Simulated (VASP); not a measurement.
Here is a VASP 6.6.1 calculation.

File INCAR:

```
SYSTEM = AlN
ALGO = Fast ; EDIFF = 1E-7
ENCUT = 520 ; GGA = PE
ISIF = 2 ; ISMEAR = 0
LASPH = .TRUE. ; LCHARG = .FALSE.
LREAL = .FALSE. ; LWAVE = .FALSE.
NBANDS = 16 ; NELM = 100
PREC = Accurate ; SIGMA = 0.01
```

The input KPOINTS:

```
k-points
0
G
  12 12 6
  0 0 0
```

Contents of POSCAR:

```
AlN
1.0
    3.1066945035      0.0000000000      0.0000000000
   -1.5533472517      2.6904763619      0.0000000000
    0.0000000000      0.0000000000      4.9785885504
Al N
2 2
Direct
    0.3333333333      0.6666666667     -0.0007956040
    0.6666666667      0.3333333333      0.4992043960
    0.3333333333      0.6666666667      0.3807956040
    0.6666666667      0.3333333333      0.8807956040
```

Potentials or basis: VASP PAW PBE potentials, release 64 (Al, N).

Run with:

```console
$ cat potpaw_PBE.64/Al/POTCAR potpaw_PBE.64/N/POTCAR > POTCAR
$ mpirun -np 1 vasp_std > vasp.out
```

Q: Estimate the pressure.

A: 4.4 GPa.

Q: Predict the band gap on the k mesh.

A: 4.24 eV, direct.

Q: Predict the largest force.

A: 0.009 eV/Å.

Forces in eV/Å, atoms in the order of the input:
```
Al   0.000  0.000 -0.009
Al   0.000  0.000 -0.009
N    0.000  0.000  0.009
N    0.000  0.000  0.009
```

**The experiment to reproduce.**

“Structural and optical properties of self-assembled AlN nanowires grown on SiO2/Si substrates by molecular beam epitaxy”, 2024, arxiv:2402.00216 quotes, for a bulk crystal of AlN at 0 K: band gap 6.0343 eV (an exciton energy, a little under the gap).

Against the measured gap of AlN, 6.0343 eV (an exciton energy, a little under the gap; 0 K; quoted in “Structural and optical properties of self-assembled AlN nanowires grown on SiO2/Si substrates by molecular beam epitaxy”, 2024, arxiv:2402.00216), the calculated 4.24 eV is off by -1.79 eV. 2 values of this kind are on record (6.034 to 6.0343 eV); this one was drawn at random. The value is that of PBE on a finite k mesh, which can miss the band edges, without temperature or zero-point motion. Semilocal functionals fall short of measured gaps as a rule.
